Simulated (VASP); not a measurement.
Crystal: WSe2.

```xyz
6
Lattice="3.2928 0.0000 0.0000 -1.6464 2.8516 0.0000 0.0000 0.0000 14.5508" Properties=species:S:1:pos:R:3 pbc="T T T"
W     0.0000    1.9011    3.6377
W     1.6464    0.9505   10.9131
Se    0.0000    1.9011    9.2475
Se    1.6464    0.9505    1.9721
Se    0.0000    1.9011   12.5788
Se    1.6464    0.9505    5.3033
```

The cell isn't the ideal one: a relaxed cell with its volume scaled by 0.98.

- Program: VASP 6.6.1
- Task: relaxation of shape and atoms at fixed volume
- Functional: PBE
- Potentials or basis: VASP PAW PBE potentials, release 64 (W, Se)
- Cutoff: 300 eV
- k mesh: 5 × 5 × 1
- Occupations: gaussian, width 0.03 eV
- Spin: no spin polarisation

At the start: pressure 2.5 GPa; volume 22.77 Å³/atom.

Q: Where does the relaxation end?

A: Over 6 steps the energy falls by 3.2 meV/atom; space group P6_3/mmc (No. 194, to 0.05 Å).

The path:
| step | energy change (eV) | largest force (eV/Å) | pressure (GPa) |
| --- | --- | --- | --- |
| 1 | 0.0000 | 0.3448 | 2.53 |
| 2 | -0.0110 | 0.0138 | 1.14 |
| 3 | -0.0110 | 0.0308 | 1.21 |
| 4 | -0.0164 | 0.0205 | 0.81 |
| 5 | -0.0193 | 0.0042 | 0.13 |
| 6 | -0.0194 | 0.0066 | 0.22 |

Final structure:
```
W Se
1.0
     3.31228    0.00000    0.00000
    -1.65614    2.86852    0.00000
     0.00000    0.00000   14.38003
W Se
2 4
Cartesian
  0.0000 1.9123 3.5950
  1.6561 0.9562 10.7850
  0.0000 1.9123 9.1080
  1.6561 0.9562 1.9180
  0.0000 1.9123 12.4620
  1.6561 0.9562 5.2720
```

Caveat: the k mesh is coarse (spacing up to 0.44 Å⁻¹), so the values aren't converged; this functional lacks dispersion, which binds the layers, so the pressure and a relaxed spacing across them are unreliable.
